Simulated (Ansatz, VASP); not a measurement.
# GeW: VASP beside Ansatz

INCAR

```
  PREC = Accurate
  ENCUT = 520
  EDIFF = 1E-6
  ISMEAR = -1
  SIGMA = 0.05
  LREAL = False
  LASPH = True
  NELM = 100
  ALGO = Normal
  ISIF = 2
  LWAVE = False
  LCHARG = True
  GGA = PE
  LELF = True
  LVHAR = True
  NBANDS = 21
```

File KPOINTS:

```
regular mesh
0
Gamma
  9 9 9
```

Contents of POSCAR:

```
GeW
1.0
    0.0000000000      2.5427731620      2.5427731620
    2.5427731620      0.0000000000      2.5427731620
    2.5427731620      2.5427731620      0.0000000000
Ge W
1 1
Direct
    0.5000000000      0.5000000000      0.5000000000
    0.0000000000      0.0000000000      0.0000000000
```

The input input.yaml:

```yaml
crystal:
  lattice:
    - [0.0, 2.542773162, 2.542773162]
    - [2.542773162, 0.0, 2.542773162]
    - [2.542773162, 2.542773162, 0.0]
  atoms:
    - { symbol: Ge, position: [0.5, 0.5, 0.5] }
    - { symbol: W, position: [0.0, 0.0, 0.0] }
hamiltonian:
  xc: pbe
  pseudopotentials: { kind: paw }
kpoints:
  mp_grid: { grid: [9, 9, 9] }
scf:
  occupations: { method: fermi_dirac, width: 0.05 }
output:
  forces: true
  stress: true
  eigenvalues: true
```

The cell was built by a generator and needn't be a form met in nature.

Alike in both runs: task single point; functional PBE; k mesh 9 × 9 × 9; occupations fermi-dirac, width 0.05 eV; no spin polarisation.

```csv
,VASP,Ansatz
version,VASP 6.6.1,Ansatz 0.2.0
potentials or method,"VASP PAW PBE potentials, release 64 (Ge_d, W_sv)",Ansatz PAW
plane-wave cutoff (eV),520,420
valence electrons in the cell,28,28
```

|  | VASP | Ansatz | Ansatz less VASP |
| --- | --- | --- | --- |
| gap on the k mesh at the Fermi level (eV) | none | none | - |
| pressure (GPa) | 8.2 | 7.9 | -0.30 |

A gap of «none» marks a metal or a gap that the smearing closes.

Spin-orbit coupling is left out, which matters for the levels of W.
